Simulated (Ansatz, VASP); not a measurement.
# CeZnS3 in two plane-wave programs, part 2 of 2

One calculation is typed for both programs; each brings its own data sets. How far apart do they land? The cell is generated by rule, not measured, and may not be a known phase. The cell is taken from a series of runs on this material, whose earlier steps may have relaxed, scaled, displaced or heated it; both programs get it as it stands.

VASP 6.6.1 and Ansatz 0.2.0.

So far: The structure; VASP: relaxation of cell and atoms, PBEsol.

The structure was built from a prototype and need not be the compound's stable phase.

**3. Ansatz: relaxation of cell and atoms, PBEsol**

Level of this step: Ansatz beside VASP: Kohn-Sham DFT, plane waves, PBEsol (Ansatz).

Ansatz runs on its PAW soft_1 files.

The same cell, functional and mesh now go to Ansatz, which takes its cutoff from its data sets.

Contents of input.yaml:

```yaml
crystal:
  lattice:
    - [3.3078358774, 1.9097799342, 6.3718519914]
    - [-3.3078358774, 1.9097799342, 6.3718519914]
    - [0.0, -3.8195598685, 6.3718519914]
  atoms:
    - { symbol: Zn, position: [0.75, 0.75, 0.75] }
    - { symbol: Zn, position: [0.25, 0.25, 0.25] }
    - { symbol: Ce, position: [0.5, 0.5, 0.5] }
    - { symbol: Ce, position: [0.0, 0.0, 0.0] }
    - { symbol: S, position: [0.9109520462, 0.25, 0.5890479538] }
    - { symbol: S, position: [0.0890479538, 0.75, 0.4109520462] }
    - { symbol: S, position: [0.4109520462, 0.0890479538, 0.75] }
    - { symbol: S, position: [0.5890479538, 0.9109520462, 0.25] }
    - { symbol: S, position: [0.75, 0.4109520462, 0.0890479538] }
    - { symbol: S, position: [0.25, 0.5890479538, 0.9109520462] }
kpoints:
  mp_grid: { grid: [6, 6, 6] }
hamiltonian:
  xc: pbesol
  pseudopotentials: { kind: paw, azcp: { folder: soft_1 }, xc_functional: pbe }
scf:
  occupations: { method: fixed }
output:
  forces: true
  stress: true
  eigenvalues: true
relax:
  adjacent_minimum: "off"
  f_tol: 0.001
  max_steps: 60
  cell: { stress_tol: 0.01 }
```

Launch:

```bash
$ ansatz run input.yaml --threads 8 --pin off --max-ram 16384MiB --backend cpu --events-out ev --progress --plain --runs-dir out
```

Numbers of over 12 decimals in the logs are rounded to 6 here.

Log:

```text
Engine: ansatz 0.2.0, x86_64-unknown-linux-gnu
Pseudopotentials: kind: paw
Pseudopotential: Zn, paw, valence charge 12, recommended cutoff 420 eV (normal), soft_1/Zn.paw.azcp
Pseudopotential: Ce, paw, valence charge 12, recommended cutoff 420 eV (normal), soft_1/Ce.paw.azcp
Pseudopotential: S, paw, valence charge 6, recommended cutoff 420 eV (normal), soft_1/S.paw.azcp
Functional definition: PBEsol
  exchange = pbesol_x
  correlation = pbesol_c
Crystal: 10 atoms, lattice volume = 241.515 Å³
Basis set: ecut = 420 eV, 4713 PW (Γ), exchange–correlation on 100×100×100 points (8 copies of the dense FFT grid, shifted against one another)
Bands: 52, of which v1, the nominal top of the filled ones, is band 42 counted from 1 (41 counted from 0)
Symmetry: 12 space group operations
Space group: R-3c (ITA 167), of the structure as read, at distance tolerance 6.2e-5 Å
k-points: 32 of 216
Non-local potential: Zn, projectors of the file, l = 0: 2, l = 1: 2, l = 2: 3, l = 3: 1
Non-local potential: Ce, projectors of the file, l = 0: 3, l = 1: 2, l = 2: 2, l = 3: 3
Non-local potential: S, projectors of the file, l = 0: 2, l = 1: 2, l = 2: 1
PAW form: soft (Blöchl's): semilocal exchange-correlation on the pseudo side does not see the compensation charge
PAW frozen core: Zn, regenerated for the run's functional, and the local potential with it (the file was generated under x = pbe(κ = 0.804, μ = 0.219515), c = pbe(β = 0.066725))
PAW frozen core: Ce, regenerated for the run's functional, and the local potential with it (the file was generated under x = pbe(κ = 0.804, μ = 0.219515), c = pbe(β = 0.066725))
PAW frozen core: S, regenerated for the run's functional, and the local potential with it (the file was generated under x = pbe(κ = 0.804, μ = 0.219515), c = pbe(β = 0.066725))
PAW one-centre angular grid: Zn, 590 points (default); XC on 64 Gauss nodes
PAW one-centre angular grid: Ce, 590 points (default); XC on 64 Gauss nodes
PAW one-centre angular grid: S, 110 points (default); XC on 64 Gauss nodes
Initial density: superposition of atomic densities (chi_scale 0.1, normalization cell, long waves kept (reshape's long-wave potential 0.00 eV rms))
Initial wavefunctions: pseudopotential atomic-orbital guess
Functional: x = pbesol(κ = 0.804, μ = 0.123457), c = pbesol(β = 0.046)
SCF iter   1: F=—  HF=-24860.301146 eV  |F-HF|=—  |Δ(HF+E_count)|=         —  Δρ=2.70e-1  dr2=3.02e2  ethr=3.10e-3  ⟨swp⟩=4.9  Hψ=6080  notcnv=0  defer=185
preconditioner: auto → Resta (q_TF=auto, 2.288 Å⁻¹)  ε∞=13.9  [insulator: Δε(μ)=0.001 eV  Ē_g=5.952 eV  n_scr=52 (ndim 8)  ℏωp=21.4 eV  f_vac=0.000  ε∞_Penn≈13.9]
SCF iter   2: F=—  HF=-24904.426745 eV  |F-HF|=—  |Δ(HF+E_count)|=    4.41e1  Δρ=1.85e-1  dr2=1.05e2  ethr=3.10e-3  ⟨swp⟩=7.3  Hψ=8469  notcnv=0  defer=269
SCF iter   3: F=—  HF=-24873.806921 eV  |F-HF|=—  |Δ(HF+E_count)|=    3.06e1  Δρ=1.29e-1  dr2=5.16e1  ethr=3.10e-3  ⟨swp⟩=6.2  Hψ=4045  notcnv=0  defer=245
SCF iter   4: F=—  HF=-24853.599429 eV  |F-HF|=—  |Δ(HF+E_count)|=    2.02e1  Δρ=3.82e-2  dr2=3.16e0  ethr=3.10e-3  ⟨swp⟩=4.4  Hψ=5728  notcnv=0  defer=59
SCF iter   5: F=—  HF=-24902.346774 eV  |F-HF|=—  |Δ(HF+E_count)|=    4.87e1  Δρ=8.70e-1  dr2=2.57e3  ethr=3.10e-3  ⟨swp⟩=4.8  Hψ=6451  notcnv=0  defer=198  recentre
SCF iter   6: F=—  HF=-24853.744461 eV  |F-HF|=—  |Δ(HF+E_count)|=    4.86e1  Δρ=4.07e-2  dr2=4.52e0  ethr=3.10e-3  ⟨swp⟩=5.9  Hψ=6552  notcnv=0  defer=87
SCF iter   7: F=—  HF=-24853.506033 eV  |F-HF|=—  |Δ(HF+E_count)|=   2.38e-1  Δρ=3.42e-2  dr2=3.78e0  ethr=3.10e-3  ⟨swp⟩=2.0  Hψ=2227  notcnv=0  defer=41
SCF iter   8: F=—  HF=-24853.751588 eV  |F-HF|=—  |Δ(HF+E_count)|=   2.46e-1  Δρ=3.93e-2  dr2=5.14e0  ethr=3.10e-3  ⟨swp⟩=2.0  Hψ=2227  notcnv=0  defer=35
SCF iter   9: F=—  HF=-24853.194253 eV  |F-HF|=—  |Δ(HF+E_count)|=   5.57e-1  Δρ=2.59e-2  dr2=2.20e0  ethr=3.10e-3  ⟨swp⟩=3.4  Hψ=2570  notcnv=0  defer=76
SCF iter  10: F=—  HF=-24853.049497 eV  |F-HF|=—  |Δ(HF+E_count)|=   1.45e-1  Δρ=1.91e-2  dr2=1.18e0  ethr=2.62e-3  ⟨swp⟩=2.2  Hψ=2102  notcnv=0  defer=68
[...]
SCF iter   7: F=-24852.930996 eV  HF=-24852.930996 eV  |F-HF|=7.28e-12  |Δ(HF+E_count)|=  1.24e-10  Δρ=2.91e-7  dr2=1.29e-10  ethr=1.00e-12  ⟨swp⟩=7.6  Hψ=9163  notcnv=0
SCF 3 converged in 7 iterations: F = -24852.930996 eV  dr2 = 1.29e-10
relax step   3: F+E_penalty+E_count = -24852.93099626 eV  Δ(F+E_penalty+E_count) = +4.818e-6 eV  max|allowed force component| = 4.970e-4 eV/Å  Δτ_max = 0.0002 Å  P = -0.000 GPa  Ω = 241.496 Å³  energy of the carried Pulay correction = +4.400e-6 eV  (7 SCF iters, dr2 threshold 6.66e-10 eV, accepted)
Initial wavefunctions: pseudopotential atomic-orbital guess (no wavefunctions were taken with the density)
iter 1 solved again at ethr=2.00e-7 eV; its pass at ethr=3.10e-3 eV (dr2=1.68e-4 eV) is discarded
SCF iter   1: F=—  HF=-24852.931091 eV  |F-HF|=—  |Δ(HF+E_count)|=         —  Δρ=2.81e-6  dr2=9.29e-9  ethr=2.00e-7  ⟨swp⟩=4.2  Hψ=11659  notcnv=0  defer=256
eigensolver tolerance schedule: the retry pair's looser diagonalisation over-reported the residual by 18100.53 of it (diagonalisation noise at an unbounded share of the residual, at the tolerance the schedule requests for it); recorded, not acted on — ethr = c·dr2/N_el stays at c = 1.0e-1
preconditioner: auto → Resta (q_TF=auto, 2.288 Å⁻¹)  ε∞=9.2  [insulator: Δε(μ)=0.946 eV  Ē_g=7.445 eV  n_scr=52 (ndim 8)  ℏωp=21.4 eV  f_vac=0.000  ε∞_Penn≈9.2]
SCF iter   2: F=—  HF=-24852.930993 eV  |F-HF|=—  |Δ(HF+E_count)|=   9.78e-5  Δρ=2.91e-6  dr2=9.93e-9  ethr=1.11e-11  ⟨swp⟩=4.1  Hψ=5019  notcnv=0  defer=160
SCF iter   3: F=—  HF=-24852.930993 eV  |F-HF|=—  |Δ(HF+E_count)|=   3.75e-9  Δρ=1.20e-6  dr2=1.81e-9  ethr=1.11e-11  ⟨swp⟩=2.0  Hψ=2259  notcnv=0  defer=160
SCF iter   4: F=—  HF=-24852.930993 eV  |F-HF|=—  |Δ(HF+E_count)|=  2.11e-10  Δρ=9.19e-7  dr2=1.97e-9  ethr=2.16e-12  ⟨swp⟩=2.0  Hψ=2526  notcnv=0  defer=160
SCF iter   5: F=—  HF=-24852.930993 eV  |F-HF|=—  |Δ(HF+E_count)|=  2.11e-10  Δρ=5.02e-7  dr2=3.18e-10  ethr=2.16e-12  ⟨swp⟩=2.0  Hψ=1866  notcnv=0  defer=160
SCF iter   6: F=—  HF=-24852.930993 eV  |F-HF|=—  |Δ(HF+E_count)|=  7.28e-12  Δρ=1.88e-7  dr2=4.38e-11  ethr=1.00e-12  ⟨swp⟩=2.9  Hψ=2996  notcnv=0  defer=160
SCF iter   7: F=—  HF=-24852.930993 eV  |F-HF|=—  |Δ(HF+E_count)|=  1.46e-11  Δρ=6.48e-8  dr2=6.02e-12  ethr=1.00e-12  ⟨swp⟩=1.0  Hψ=1638  notcnv=0  defer=160
SCF iter   8: F=-24852.930993 eV  HF=-24852.930993 eV  |F-HF|=3.64e-12  |Δ(HF+E_count)|=  3.64e-12  Δρ=4.31e-8  dr2=2.29e-12  ethr=1.00e-12  ⟨swp⟩=12.7  Hψ=9401  notcnv=0
SCF 4 converged in 8 iterations: F = -24852.930993 eV  dr2 = 2.29e-12
relax step   4: F+E_penalty+E_count = -24852.93099343 eV  Δ(F+E_penalty+E_count) = +2.822e-6 eV  max|allowed force component| = 4.979e-4 eV/Å  Δτ_max = 0.0000 Å  P = -0.000 GPa  Ω = 241.496 Å³  stress off target by 2.07e-3 GPa  SCF on the basis re-selected at this cell (its energy is not comparable with the rows above)  (8 SCF iters)
basis re-selected at this cell: Δ(F+E_penalty+E_count) = +2.822e-6 eV, ΔP = -0.000 GPa vs the last step (what re-selecting the basis moved, of the pressure what is left beyond the Pulay correction that the steps carried, after the strain that the cell walked since its last selection, with what the two solves' SCF thresholds leave and, on support functions, any second-order correction that the steps lacked; it is no m [...]
SCF converged after 8 iterations
Free energy (F): -24852.930993 eV
Harris-Foulkes:  -24852.930993 eV  (|F-HF|=3.64e-12)
Internal energy: -24852.930993 eV  (E = F + TS)
E sigma→0 (E₀):  -24852.930993 eV
Fermi energy:    5.664597 eV
--- Per-component energies (eV) ---
  E_band       = -164.670621
  E_kinetic    = 1396.964776
  E_local      = -6403.004540  (includes V_loc(G=0)·N_el)
  E_nonlocal   = 2064.606602
  E_hartree    = 2392.572986
  E_xc         = -971.574215
  E_vxc        = -936.717211  (∫ρ·V_xc dr)
  E_paw        = -18249.012858  (= ΣΔE_a)
  E_vpaw       = -1071.665635  (= ΣTr[D̂ρ^β])
  E_aug_tail   = -0.000492  (compensation charges beyond the density's cutoff)
  E_ewald      = -5085.901360
  E_core_change = 2.418107  (= ΣΔE_core)
  E_smearing   = -0.000000  (= −TS)
  E_closure    = -0.000000  (closes the sum)
  Σ components = -24852.930993   (vs F -24852.930993, Δ=0.00e0)
--- Forces (eV/Å), atoms counted from 1 ---
  atom   1  Zn    -0.00000000     0.00000000    -0.00000000
  atom   2  Zn     0.00000000    -0.00000000     0.00000000
  atom   3  Ce     0.00000000     0.00000000     0.00000000
  atom   4  Ce     0.00000000     0.00000000     0.00000000
  atom   5  S      0.00024894     0.00043118     0.00000000
  atom   6  S     -0.00024894    -0.00043118    -0.00000000
  atom   7  S      0.00049788     0.00000000     0.00000000
  atom   8  S     -0.00049788     0.00000000    -0.00000000
  atom   9  S     -0.00024894     0.00043118     0.00000000
  atom  10  S      0.00024894    -0.00043118    -0.00000000
  max |Σ_I F_I| component: 1.73e-18 eV/Å
--- Stress (GPa, compression-positive) ---
       -0.001222      -0.000000      -0.000000
       -0.000000      -0.001222      -0.000000
       -0.000000      -0.000000       0.002065
  P = ⅓ Tr σ = -0.0001 GPa (-0.001 kbar)
--- Band table (eV; the first three rows and the last of 32) ---
  k-point 0: bands = [... 38 lower, 5.5315, 5.5315, 5.5572, 5.5572, 6.6107, 6.6844, 6.7189, 6.7305, ... 6 higher]
  k-point 1: bands = [... 38 lower, 5.3248, 5.3673, 5.6023, 5.6210, 6.6333, 6.6852, 6.7203, 6.7338, ... 6 higher]
  k-point 2: bands = [... 38 lower, 5.1283, 5.2929, 5.5476, 5.5956, 6.6585, 6.6827, 6.7232, 6.7261, ... 6 higher]
  k-point 31: bands = [... 38 lower, 5.5464, 5.5464, 5.5464, 5.5464, 6.6790, 6.6790, 6.6880, 6.6880, ... 6 higher]
--- Relaxed structure (3 steps of the walk, 3 accepted, 1 SCFs on fresh bases) ---
  F+E_penalty+E_count = -24852.93099343 eV   max|allowed force component| = 4.979e-4 eV/Å   (the final SCF, on the basis selected at the relaxed cell)
  cell:  # Å, volume = 241.4965 Å³
    - [3.307193, 1.909409, 6.373839]
    - [-3.307193, 1.909409, 6.373839]
    - [0, -3.818818, 6.373839]
  atoms:
    - { symbol: Zn, position: [0.750000, 0.750000, 0.75] }
    - { symbol: Zn, position: [0.250000, 0.250000, 0.25] }
    - { symbol: Ce, position: [0.500000, 0.500000, 0.5] }
    - { symbol: Ce, position: [0, 0, 0] }
    - { symbol: S, position: [0.910900, 0.250000, 0.589100] }
    - { symbol: S, position: [0.089100, 0.75, 0.410900] }
    - { symbol: S, position: [0.410900, 0.089100, 0.75] }
    - { symbol: S, position: [0.589100, 0.910900, 0.250000] }
    - { symbol: S, position: [0.75, 0.410900, 0.089100] }
    - { symbol: S, position: [0.25, 0.589100, 0.910900] }
```

**4. Differences**

Known differences besides the potentials themselves: fixed occupations in Ansatz, narrow Gaussian smearing in VASP; the cutoff is 420 eV in Ansatz and 500 eV in VASP; Ansatz makes its cores anew for this functional, VASP keeps those of its PBE data sets; Ansatz adds a Pulay correction to the stress that steers its cell, VASP none. Total energies have different zeros and are not compared.

Compared:

```
                                         quantity  Ansatz    VASP  difference
                                      volume (Å³)  241.50  241.22     +0.11 %
edge a after relaxation, in the typed setting (Å)   7.430   7.423     +0.09 %
```

**5. Outcome**

| Quantity | Value |
| --- | --- |
| difference in volume (relaxation of cell and atoms, PBEsol) | 0.11 % |

The difference in volume is 0.11 % (relaxation of cell and atoms, PBEsol), within the 1.2 % picked in this series as the mark of a large difference, as far as the stopping tolerances let one tell. Such differences can come from data sets, numerical settings and the points named under the comparisons, not from the functional's error against experiment.

[Lines on the potential files, build, host, timing and source positions are cut from VASP's logs without a mark.]

[Logs are printed without paths, hosts, clocks, repeated set-up lines and the standing remarks that a program may print on its own settings, such as how far it seeks lower states.]

[Hosts, paths, dates, database ids (printed as entryN), source tags and the programs' standing remarks are cut or masked in the printed files.]
